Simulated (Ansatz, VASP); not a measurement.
## Sn in two plane-wave programs

One calculation is typed for both programs; each brings its own data sets and cutoff. How far apart do they land?

Program: Ansatz 0.2.0. Level of theory: plane waves, with VASP 6.6.1 beside it; relaxation of cell and atoms at PBE with D3(BJ). Results are calculated unless marked as measured.

## (1) The structure

The structure is tetragonal, space group I4_1/amd (No. 141). The conventional cell has a = 5.832 Å, b = 5.832 Å, c = 3.182 Å, α = 90.00°, β = 90.00°, γ = 90.00°. Nearest to Sn lie 6 Sn at 3.02 to 3.18 Å.

As a file:

```cif
data_structure
_symmetry_space_group_name_H-M 'P 1'
_symmetry_Int_Tables_number 1
_cell_length_a 4.4204
_cell_length_b 4.4204
_cell_length_c 4.4204
_cell_angle_alpha 97.445
_cell_angle_beta 97.445
_cell_angle_gamma 137.805
_cell_volume 54.12
loop_
_atom_site_label
_atom_site_type_symbol
_atom_site_fract_x
_atom_site_fract_y
_atom_site_fract_z
_atom_site_occupancy
Sn1 Sn 0.00000 0.00000 0.00000 1
Sn2 Sn 0.75000 0.25000 0.50000 1
```

## (2) VASP: relaxation of cell and atoms, PBE with D3(BJ)

The relaxed volume is the usual yardstick between codes: its relative difference is about their pressure difference at one cell divided by the bulk modulus.

Lines of VASP's logs that name or quote its potential files are left out, and so is its time.

File INCAR:

```
SYSTEM = Sn
PREC = Accurate
ENCUT = 520
EDIFF = 1E-06
NELM = 100
ISMEAR = -1
SIGMA = 0.05
LREAL = .FALSE.
ALGO = Normal
GGA = PE
IVDW = 12
NBANDS = 20
LORBIT = 11
LWAVE = .FALSE.
LCHARG = .FALSE.
KPAR = 2
IBRION = 2
NSW = 60
ISIF = 3
EDIFFG = -0.01
```

File POSCAR:

```
Sn
1.0
   -2.9161500000      2.9161500000      1.5911500000
    2.9161500000     -2.9161500000      1.5911500000
    2.9161500000      2.9161500000     -1.5911500000
Sn
2
Direct
    0.0000000000      0.0000000000      0.0000000000
    0.7500000000      0.2500000000      0.5000000000
```

File KPOINTS:

```
Automatic mesh
0
Gamma
9 9 9
0 0 0
```

PAW data sets: Sn_d (PBE family, release 64).

Started as:

```
$ mpirun -np 2 vasp_std
```

Numbers of over 12 decimals in the logs are rounded to 6 here.

Output:

```text
[banner, memory and clock lines left out]
running    2 mpi-ranks, on    1 nodes
 distrk:  each k-point on    1 cores,    2 groups
 distr:  one band on    1 cores,    1 groups

 POSCAR found type information on POSCAR Sn
 POSCAR found :  1 types and       2 ions
 LDA part: xc-table for (Slater+PW92), standard interpolation
 POSCAR, INCAR and KPOINTS ok, starting setup
 FFT: planning ... GRIDC
 FFT: planning ... GRID_SOFT
 FFT: planning ... GRID
 WAVECAR not read
 entering main loop
       N       E                     dE             d eps       ncg     rms          rms(c)
DAV:   1     0.213599142387E+03    0.21360E+03   -0.14582E+04  3052   0.218E+03
DAV:   2     0.134814534761E+02   -0.20012E+03   -0.19668E+03  3016   0.453E+02
DAV:   3    -0.694768469620E+01   -0.20429E+02   -0.20246E+02  3384   0.136E+02
DAV:   4    -0.758118719582E+01   -0.63350E+00   -0.63261E+00  3428   0.265E+01
DAV:   5    -0.760655298065E+01   -0.25366E-01   -0.25363E-01  4108   0.495E+00    0.240E+00
DAV:   6    -0.759018580983E+01    0.16367E-01   -0.33762E-02  4056   0.263E+00    0.134E+00
DAV:   7    -0.758595533292E+01    0.42305E-02   -0.19385E-02  4084   0.203E+00    0.169E-01
DAV:   8    -0.758589888685E+01    0.56446E-04   -0.20455E-03  3672   0.612E-01    0.391E-02
DAV:   9    -0.758590321592E+01   -0.43291E-05   -0.61962E-05  4052   0.752E-02    0.161E-02
DAV:  10    -0.758590190720E+01    0.13087E-05   -0.89401E-06  3816   0.395E-02    0.148E-03
DAV:  11    -0.758590210731E+01   -0.20011E-06   -0.44572E-07  2092   0.938E-03
   1 F= -.83672756E+01 E0= -.83635849E+01  d E =-.836728E+01
[...]
2 F= -.83682311E+01 E0= -.83643678E+01  d E =-.955424E-03
[...]
3 F= -.83682389E+01 E0= -.83643505E+01  d E =-.963287E-03
[...]
4 F= -.83682393E+01 E0= -.83643579E+01  d E =-.963677E-03
 curvature:  -0.41 expect dE=-0.594E-04 dE for cont linesearch -0.478E-07
 trial: gam= 0.09317 g(F)=  0.529E-48 g(S)=  0.145E-03 ort =-0.141E-04 (trialstep = 0.102E+01)
 search vector abs. value=  0.157E-03
 bond charge predicted
       N       E                     dE             d eps       ncg     rms          rms(c)
DAV:   1    -0.759242562038E+01   -0.32830E-03   -0.45117E-02  3668   0.296E+00    0.236E-01
DAV:   2    -0.759092465288E+01    0.15010E-02   -0.30441E-03  3764   0.885E-01    0.117E-01
DAV:   3    -0.759046620002E+01    0.45845E-03   -0.12260E-03  4064   0.540E-01    0.215E-02
DAV:   4    -0.759046082361E+01    0.53764E-05   -0.11793E-04  3472   0.131E-01    0.648E-03
DAV:   5    -0.759046112076E+01   -0.29715E-06   -0.49614E-06  3732   0.269E-02
   5 F= -.83683119E+01 E0= -.83643714E+01  d E =-.726296E-04
 trial-energy change:   -0.000073  1 .order   -0.000063   -0.000146    0.000020
 step:   0.9262(harm=  0.8970)  dis= 0.00000  next Energy=    -8.368313 (dE=-0.735E-04)
 reached required accuracy - stopping structural energy minimisation
```

OUTCAR, selected parts (step 2):

```text
ion  position               nearest neighbor table
   1  0.000  0.000  0.000-   2 3.02   2 3.02   2 3.02   2 3.02
   2  0.750  0.250  0.500-   1 3.02   1 3.02   1 3.02   1 3.02

  LATTYP: Found a body centered tetragonal cell.
 ALAT       =     5.8323000000
 C/A-ratio  =     0.5456337980

 Subroutine GETGRP returns: Found 16 space group operations
 (whereof  8 operations were pure point group operations)

The static configuration has the point symmetry D_2d.
 The point group associated with its full space group is D_4h.

 Found     75 irreducible k-points:

   k-points           NKPTS =     75   k-points in BZ     NKDIM =     75   number of bands    NBANDS=     20

   dimension x,y,z NGX =    36 NGY =   36 NGZ =   36
   dimension x,y,z NGXF=    72 NGYF=   72 NGZF=   72

   ENCUT  =  520.0 eV  38.22 Ry    6.18 a.u.   8.22  8.22  8.22*2*pi/ulx,y,z

   NELECT =      28.0000    total number of electrons

 k-points in reciprocal lattice and weights: Automatic mesh
   0.00000000  0.00000000  0.00000000       0.001
   0.11111111 -0.00000000  0.00000000       0.011
   0.22222222  0.00000000 -0.00000000       0.011
   0.33333333 -0.00000000  0.00000000       0.011
   0.44444444  0.00000000 -0.00000000       0.011
   0.11111111  0.11111111  0.00000000       0.011
   0.22222222  0.11111111  0.00000000       0.022
   0.33333333  0.11111111  0.00000000       0.022
   0.44444444  0.11111111  0.00000000       0.022
[...]
-0.44444444  0.44444444  0.44444444       0.005
  -0.44444444 -0.44444444  0.44444444       0.003

 Edisp (eV)   -0.77614

 average (electrostatic) potential at core
       1 -99.0846       2 -99.0846

 E-fermi :   7.9717

 k-point     1 :       0.0000    0.0000    0.0000
  band No.  band energies     occupation
    ...
     10     -13.2105      2.00000
     11      -3.1672      2.00000
     12       4.2406      2.00000
     13       5.9535      2.00000
     14       5.9535      2.00000
     15      10.9055      0.00000
     16      14.1114      0.00000
     17      14.1114      0.00000
     18      14.9016      0.00000
     19      15.0060      0.00000
    ...

 k-point     2 :       0.1111   -0.0000    0.0000
  band No.  band energies     occupation
    ...
     10     -13.2185      2.00000
     11      -2.9208      2.00000
     12       3.9603      2.00000
     13       5.9811      2.00000
     14       6.7012      2.00000
     15      11.3142      0.00000
     16      12.7579      0.00000
     17      13.1848      0.00000
     18      13.6586      0.00000
     19      14.0843      0.00000
    ...

 k-point     3 :       0.2222    0.0000   -0.0000
  band No.  band energies     occupation
    ...
      9     -13.3352      2.00000
     10     -13.2379      2.00000
     11      -2.1816      2.00000
     12       3.7235      2.00000
     13       6.1193      2.00000
     14       8.2119      0.01624
     15       9.6651      0.00000
     16      10.6778      0.00000
     17      12.3227      0.00000
     18      12.4844      0.00000
    ...

 Edisp (eV)   -0.77785

  Total       0.00784     0.00784     0.00918     0.00000     0.00000     0.00000
  in kB       0.23096     0.23096     0.27042     0.00000     0.00000     0.00000
  external pressure =        0.24 kB  Pullay stress =        0.00 kB

  energy-cutoff  :      520.00
  volume of cell :       54.37
      direct lattice vectors                 reciprocal lattice vectors
    -2.929351172  2.929351172  1.583994514     0.000000000  0.170686261  0.315657659
     2.929351172 -2.929351172  1.583994514     0.170686261  0.000000000  0.315657659
     2.929351172  2.929351172 -1.583994514     0.170686261  0.170686261  0.000000000

 POSITION                                       TOTAL-FORCE (eV/Angst)
 -----------------------------------------------------------------------------------
      2.92935     -2.92935      1.58399        -0.000000     -0.000000     -0.000000
     -0.00000      2.92935      0.79200         0.000000      0.000000      0.000000
 -----------------------------------------------------------------------------------
    total drift:                               -0.000000      0.000000     -0.000000

  FREE ENERGIE OF THE ION-ELECTRON SYSTEM (eV)
  ---------------------------------------------------
  free  energy   TOTEN  =        -8.3683119382 eV

  energy  without entropy=       -8.3604309091  energy(sigma->0) =       -8.36437142

 reached required accuracy - stopping structural energy minimisation

 total charge
# of ion       s       p       d       tot
------------------------------------------
    1        1.236   1.013   9.975  12.224
    2        1.236   1.013   9.975  12.224
--------------------------------------------------
tot          2.472   2.026  19.951  24.449

[... 3 further parts left out ...]
```

Dispersion corrections of this kind ignore metallic screening and tend to overbind metals. The run keeps the 16 symmetry operations of its start, so it cannot find a distortion of lower symmetry.

## (3) Ansatz: relaxation of cell and atoms, PBE with D3(BJ)

Ansatz runs on its default PAW (the set named soft_2) files.

The same cell, functional, mesh and smearing now go to Ansatz, which takes its cutoff from its data sets.

File input.yaml:

```yaml
crystal:
  lattice:
    - [-2.91615, 2.91615, 1.59115]
    - [2.91615, -2.91615, 1.59115]
    - [2.91615, 2.91615, -1.59115]
  atoms:
    - { symbol: Sn, position: [0.0, 0.0, 0.0] }
    - { symbol: Sn, position: [0.75, 0.25, 0.5] }
hamiltonian:
  xc: pbe
  pseudopotentials: { kind: paw }
  dispersion: d3bj
kpoints:
  mp_grid: { grid: [9, 9, 9] }
scf:
  occupations: { method: fermi_dirac, width: 0.05 }
relax:
  f_tol: 0.01
  max_steps: 60
  cell: { stress_tol: 0.05 }
output:
  forces: true
  stress: true
  write_density: true
  write_potential: true
  elf: true
  volumetric_format: npy
```

Started as:

```
$ ansatz run input.yaml --threads 4 --pin off --max-ram 9216MiB --backend cpu --events-out ev --progress --plain --runs-dir out
```

Output:

```text
Engine: ansatz 0.2.0, aarch64-unknown-linux-gnu
Pseudopotentials: kind: paw
Pseudopotential: Sn, paw, valence charge 14, recommended cutoff 420 eV (normal), Sn.paw.azcp
Functional definition: PBE
  parameter kappa = 0.804
  parameter beta = 0.066725
  exchange = pbe_x(kappa = kappa, mu = beta*pi^2/3)
  correlation = pbe_c(beta = beta)
Crystal: 2 atoms, lattice volume = 54.124 Å³
Basis set: ecut = 420 eV, 1061 PW (Γ), exchange–correlation on 60×60×60 points (8 copies of the dense FFT grid, shifted against one another)
Bands: 18, of which v1, the nominal top of the filled ones, is band 14 counted from 1 (13 counted from 0)
Symmetry: 16 space group operations
Space group: I41/amd (ITA 141), of the structure as read, at distance tolerance 3.8e-5 Å
k-points: 75 of 729
Non-local potential: Sn, projectors of the file, l = 0: 2, l = 1: 2, l = 2: 2, l = 3: 2
PAW form: soft (Blöchl's): semilocal exchange-correlation on the pseudo side does not see the compensation charge
PAW one-centre angular grid: Sn, 590 points (default); XC on 64 Gauss nodes
Initial density: superposition of atomic densities (neutral atoms: chi_scale 0, normalization atom), corrected by the library's trained network
Initial wavefunctions: pseudopotential atomic-orbital guess
Functional: x = pbe(κ = 0.804, μ = 0.219515), c = pbe(β = 0.066725)
SCF iter   1: F=—  HF=-12049.100225 eV  |F-HF|=—  |Δ(HF+E_count)|=         —  Δρ=1.04e-3  dr2=3.14e-4  ethr=1.77e-3  ⟨swp⟩=6.1  Hψ=6940  notcnv=0
preconditioner: auto → Kerker (q_TF=auto, 2.444 Å⁻¹)  [metal: Δε(μ)=0.057 eV  Ē_g=20.275 eV  σ=0.050 eV  W_gap=0.28  n_scr=16 (ndim 8)  ℏωp=26.7 eV  f_vac=0.000  D(μ)=0.92/eV (n_scr^D=4)]
SCF iter   2: F=—  HF=-12049.099210 eV  |F-HF|=—  |Δ(HF+E_count)|=   1.02e-3  Δρ=6.61e-4  dr2=1.72e-4  ethr=1.12e-6  ⟨swp⟩=2.0  Hψ=3001  notcnv=0
SCF iter   3: F=—  HF=-12049.099204 eV  |F-HF|=—  |Δ(HF+E_count)|=   5.85e-6  Δρ=3.88e-4  dr2=6.04e-5  ethr=6.16e-7  ⟨swp⟩=2.0  Hψ=2401  notcnv=0
SCF iter   4: F=—  HF=-12049.099238 eV  |F-HF|=—  |Δ(HF+E_count)|=   3.39e-5  Δρ=1.59e-4  dr2=7.78e-6  ethr=2.16e-7  ⟨swp⟩=2.0  Hψ=2403  notcnv=0
SCF iter   5: F=—  HF=-12049.099232 eV  |F-HF|=—  |Δ(HF+E_count)|=   6.02e-6  Δρ=6.02e-5  dr2=1.13e-6  ethr=2.78e-8  ⟨swp⟩=2.0  Hψ=2102  notcnv=0
SCF iter   6: F=-12049.099231 eV  HF=-12049.099231 eV  |F-HF|=1.21e-8  |Δ(HF+E_count)|=   7.71e-7  Δρ=6.84e-6  dr2=1.42e-8  ethr=3.57e-10  ⟨swp⟩=7.1  Hψ=8800  notcnv=0
SCF 1 converged in 6 iterations: F = -12049.099231 eV  dr2 = 1.42e-8
  greatest PAW one-centre occupation: 0.991 electrons in one spin orbital (limit 2), on the Sn atom at site 1 (counted from 0), in its partial waves of l = 2
relax step   1: F+E_penalty+E_count = -12049.09923105 eV  Δ(F+E_penalty+E_count) = +0.000e0 eV  max|allowed force component| = 3.469e-18 eV/Å  Δτ_max = 0.0000 Å  P = +0.334 GPa  Ω = 54.124 Å³  (6 SCF iters, dr2 threshold 1.00e-7 eV, accepted)
[...]
relax step   2: F+E_penalty+E_count = -12049.10016052 eV  Δ(F+E_penalty+E_count) = -9.295e-4 eV  max|allowed force component| = 1.388e-17 eV/Å  Δτ_max = 0.0000 Å  P = -0.169 GPa  Ω = 54.604 Å³  energy of the carried Pulay correction = -1.007e-4 eV  (4 SCF iters, dr2 threshold 2.00e-7 eV, accepted)
[...]
relax step   3: F+E_penalty+E_count = -12049.10028553 eV  Δ(F+E_penalty+E_count) = -1.250e-4 eV  max|allowed force component| = 0.000e0 eV/Å  Δτ_max = 0.0000 Å  P = -0.015 GPa  Ω = 54.445 Å³  energy of the carried Pulay correction = -6.800e-5 eV  (3 SCF iters, dr2 threshold 8.64e-8 eV, accepted)
[...]
relax step   4: F+E_penalty+E_count = -12049.10035305 eV  Δ(F+E_penalty+E_count) = -6.751e-5 eV  max|allowed force component| = 1.735e-18 eV/Å  Δτ_max = 0.0000 Å  P = -0.016 GPa  Ω = 54.445 Å³  stress off target by 2.77e-2 GPa  SCF on the basis re-selected at this cell (its energy is not comparable with the rows above)  (5 SCF iters)
basis re-selected at this cell: Δ(F+E_penalty+E_count) = -6.751e-5 eV, ΔP = -0.000 GPa vs the last step (what re-selecting the basis moved, of the pressure what is left beyond the Pulay correction that the steps carried, after the strain that the cell walked since its last selection, with what the two solves' SCF thresholds leave and, on support functions, any second-order correction that the steps lacked; it is no m [...]
SCF converged after 5 iterations
Free energy (F): -12049.100353 eV
Harris-Foulkes:  -12049.100353 eV  (|F-HF|=0.00e0)
Internal energy: -12049.092482 eV  (E = F + TS)
E sigma→0 (E₀):  -12049.096417 eV
Entropy (-TS):   -0.007871 eV (-3.936 meV/atom)
Fermi energy:    10.713507 eV
--- Per-component energies (eV) ---
  E_band       = -165.199678
  E_kinetic    = 373.467735
  E_local      = -1704.050389  (includes V_loc(G=0)·N_el)
  E_nonlocal   = -64.723303
  E_hartree    = 1066.349946
  E_xc         = -765.332290
  E_vxc        = -192.377620  (∫ρ·V_xc dr)
  E_paw        = -8272.423152  (= ΣΔE_a)
  E_vpaw       = -710.215876  (= ΣTr[D̂ρ^β])
  E_aug_tail   = -0.000001  (compensation charges beyond the density's cutoff)
  E_ewald      = -2681.604016
  E_disp       = -0.777011  (pairwise vdW)
  E_smearing   = -0.007871  (= −TS)
  E_closure    = -0.000000  (closes the sum)
  Σ components = -12049.100353   (vs F -12049.100353, Δ=0.00e0)
--- Forces (eV/Å), atoms counted from 1 ---
  atom   1  Sn     0.00000000     0.00000000     0.00000000
  atom   2  Sn    -0.00000000     0.00000000     0.00000000
  max |Σ_I F_I| component: 1.39e-17 eV/Å
--- Stress (GPa, compression-positive) ---
       -0.009653       0.000000       0.000000
        0.000000      -0.009653      -0.000000
       -0.000000       0.000000      -0.027709
  P = ⅓ Tr σ = -0.0157 GPa (-0.157 kbar)
--- Band table (eV; the first three rows and the last of 75) ---
  k-point 0: bands = [... 10 lower, -0.4146, 6.9815, 8.6994, 8.6994, 13.6485, 16.8497, 16.8497, 17.6318]
  k-point 1: bands = [... 10 lower, -0.3043, 6.1478, 8.8310, 9.3255, 14.1595, 15.9355, 16.2476, 17.5851]
  k-point 2: bands = [... 10 lower, 0.0267, 4.7995, 9.2219, 10.1598, 14.5022, 15.0552, 15.5817, 17.2647]
  k-point 74: bands = [... 10 lower, 2.8161, 3.1767, 5.9553, 6.3230, 15.8924, 15.8997, 19.3073, 19.7926]
--- Relaxed structure (3 steps of the walk, 3 accepted, 1 SCFs on fresh bases) ---
  F+E_penalty+E_count = -12049.10035305 eV   max|allowed force component| = 1.735e-18 eV/Å   (the final SCF, on the basis selected at the relaxed cell)
  cell:  # Å, volume = 54.4454 Å³
    - [-2.930571, 2.930571, 1.584881]
    - [2.930571, -2.930571, 1.584881]
    - [2.930571, 2.930571, -1.584881]
  atoms:
    - { symbol: Sn, position: [0, 0, 0] }
    - { symbol: Sn, position: [0.75, 0.25, 0.5] }
```

Elapsed: 4.7 s, on 4 threads of Arm Neoverse V1, shared host; peak memory 0.39 GiB.

## (4) Side by side

Known differences besides the potentials themselves: both relaxations stop at a tolerance, which leaves soft axes loose, and VASP keeps its plane-wave basis; the cutoff is 420 eV in Ansatz and 520 eV in VASP; VASP leaves aspherical gradient terms in its spheres out (LASPH is not set), Ansatz keeps them; Ansatz adds a Pulay correction to the stress that steers its cell, VASP none. Total energies have different zeros and are not compared.

Compared:

| quantity | Ansatz | VASP | difference |
| --- | --- | --- | --- |
| volume (Å³) | 54.45 | 54.37 | +0.14 % |
| edge a after relaxation, in the typed setting (Å) | 4.437 | 4.435 | +0.05 % |

The walks stopped with -0.02 GPa left in Ansatz and 0.02 GPa in VASP; each walk ends within a tolerance, so the volume difference is uncertain by about these residues over the bulk modulus, most in soft cells.

## (5) What came out

```json
{"difference in volume (relaxation of cell and atoms, PBE with D3(BJ))": "0.14 %"}
```

The difference in volume is 0.14 % (relaxation of cell and atoms, PBE with D3(BJ)), within the 1.2 % picked in this series as the mark of a large difference, as far as the stopping tolerances let one tell. Such differences can come from data sets, numerical settings and the points named under the comparisons, not from the functional's error against experiment.

[Lines on the potential files, build, host, timing and source positions are cut from VASP's logs without a mark.]

[Logs are printed without paths, hosts, clocks, repeated set-up lines and the standing remarks that a program may print on its own settings, such as how far it seeks lower states.]

[Hosts, paths, dates, database ids (printed as entryN), source tags and the programs' standing remarks are cut or masked in the printed files.]
